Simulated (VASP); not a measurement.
Input:

```
SnO
1.0
    3.80977     0.00000     0.00000
    0.00000     3.80977     0.00000
    0.00000     0.00000     4.97685
Sn O
2 2
Direct
  0.50000   0.00000   0.76982
  0.00000   0.50000   0.23018
  0.50000   0.50000   0.00000
  0.00000   0.00000   0.00000
```

Method: PBE GGA, VASP's PBE PAW potentials (set 64) (plane waves; VASP). Numerical set-up: 600 eV cut-off, 6×6×4 Γ-centred mesh, Gaussian smearing of 0.050 eV, potentials Sn_d O.

Without a dispersion term in the relaxation, distances and binding between the weakly bound layers, chains or molecules are unreliable, and so is what depends on them.

Question: Predict the energy per atom (σ→0), pressure, largest force.

Answer: 
| Item | Value |
|---|---|
| energy per atom (σ→0) | -5.672 eV/atom |
| pressure | 4.09 GPa |
| largest force | 0.630 eV/Å |

The compound is SnO in the litharge structure. This cell was strained or had an atom moved on purpose.
